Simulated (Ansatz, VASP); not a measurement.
This is a calculation of NaBe2Se2 for Ansatz 0.2.0.

File input.yaml:

```yaml
crystal:
  lattice:
    - [3.67228, -0.0734456, 0.0]
    - [-1.8997456, 3.2170028, 0.0]
    - [0.0, 0.0, 8.01116]
  atoms:
    - { symbol: Na, position: [0.0, 0.0, 0.5] }
    - { symbol: Be, position: [0.33333, 0.66667, 0.14639] }
    - { symbol: Be, position: [0.33333, 0.66667, 0.85361] }
    - { symbol: Se, position: [0.66667, 0.33333, 0.22852] }
    - { symbol: Se, position: [0.66667, 0.33333, 0.77148] }
hamiltonian:
  xc: pbe
  pseudopotentials: { kind: paw }
kpoints:
  mp_grid: { grid: [6, 6, 3] }
scf:
  occupations: { method: fermi_dirac, width: 0.05 }
output:
  forces: true
  stress: true
  eigenvalues: true
```

Potentials or basis: Ansatz PAW.

Launch:

```bash
$ ansatz run input.yaml --threads 2 --pin off --max-ram 5632MiB --backend cpu --events-out ev --progress --plain --runs-dir out
```

**Question.** Translate it to VASP 6.6.1. Potentials there: VASP PAW PBE potentials, release 64 (Na_pv, Be, Se).

**Answer.** As run (the cutoff follows the program's own potentials):

File INCAR:

```
  PREC = Accurate
  ENCUT = 520
  EDIFF = 1E-6
  ISMEAR = -1
  SIGMA = 0.05
  LREAL = F
  LASPH = T
  NELM = 60
  ALGO = Normal
  ISIF = 2
  LWAVE = F
  LCHARG = F
  GGA = PE
  NBANDS = 20
```

The input KPOINTS:

```
regular mesh
0
Gamma
  6 6 3
```

File POSCAR:

```
NaBe2Se2
1.0
    3.6722800000     -0.0734456000      0.0000000000
   -1.8997456000      3.2170028000      0.0000000000
    0.0000000000      0.0000000000      8.0111600000
Na Be Se
1 2 2
Direct
    0.0000000000      0.0000000000      0.5000000000
    0.3333300000      0.6666700000      0.1463900000
    0.3333300000      0.6666700000      0.8536100000
    0.6666700000      0.3333300000      0.2285200000
    0.6666700000      0.3333300000      0.7714800000
```

Potentials or basis: VASP PAW PBE potentials, release 64 (Na_pv, Be, Se).

Run with:

```sh
$ cat potpaw_PBE.64/Na_pv/POTCAR potpaw_PBE.64/Be/POTCAR potpaw_PBE.64/Se/POTCAR > POTCAR
$ mpirun -np 1 vasp_std > vasp.out
```

Both were run:

|  | VASP | Ansatz | Ansatz less VASP |
| --- | --- | --- | --- |
| gap on the k mesh at the Fermi level (eV) | none | none | - |
| pressure (GPa) | 0.2 | 0.1 | -0.12 |
| largest component of the traceless stress (GPa) | 2.31 | 2.30 | -0.012 |
| rms of the force components (eV/Å) | 0.082 | 0.080 | -0.0019 |

Atom by atom the forces differ by 0.005 eV/Å (rms over components). A gap of «none» marks a metal or a gap that the smearing closes. The two sets of potentials don't hold the same shells in valence.
